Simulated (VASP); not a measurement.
Method: PBEsol GGA, VASP's PBE PAW potentials (set 64) (plane waves; VASP).

VASP ran on this input.

KPOINTS:
```
Automatic mesh
0
Gamma
8 8 8
0 0 0
```

**POSCAR**
```
Sb
1.0
  3.8532044154  -2.1436270210  -0.0275729216
  3.8532044154   2.1436270210  -0.0275729216
  2.6858756650   0.0000000000   3.4970204122
Sb
2
Cartesian
  2.4475076314  -0.0000000000   0.8106027387
  7.9447768644   0.0000000000   2.6312718303
```

### INCAR
```
! general
SYSTEM =Sb
PREC   =Accurate
ENCUT  =520
LREAL  =.False.
LASPH  =.True.

! electronic loop
EDIFF  =1E-7
NELM   =100
ALGO   =Normal
LMAXMIX=4

! smearing
ISMEAR =0
SIGMA  =0.05

! functional
GGA    =PS

! ions
IBRION =2
NSW    =30
ISIF   =4
EDIFFG =-0.01

! output
LWAVE  =.False.
LCHARG =.False.
```

POTCAR, in this order: Sb (PBE.64 set). Program: vasp_std.

Question: What will the output report for the number of irreducible k-points (NKPTS), largest plane-wave count, number of space-group operations, FFT grid (NGX, NGY, NGZ)?

Answer: 
The number of irreducible k-points (NKPTS) comes out as 65. The largest plane-wave count is 1579 and the number of space-group operations is 12. The FFT grid (NGX, NGY, NGZ) comes out as 36 × 36 × 36.

The compound is Sb in the a7 structure. This cell is one point of a volume scan, at 0.97 of the reference volume. Symmetry was kept, so distortions that lower it aren't found.
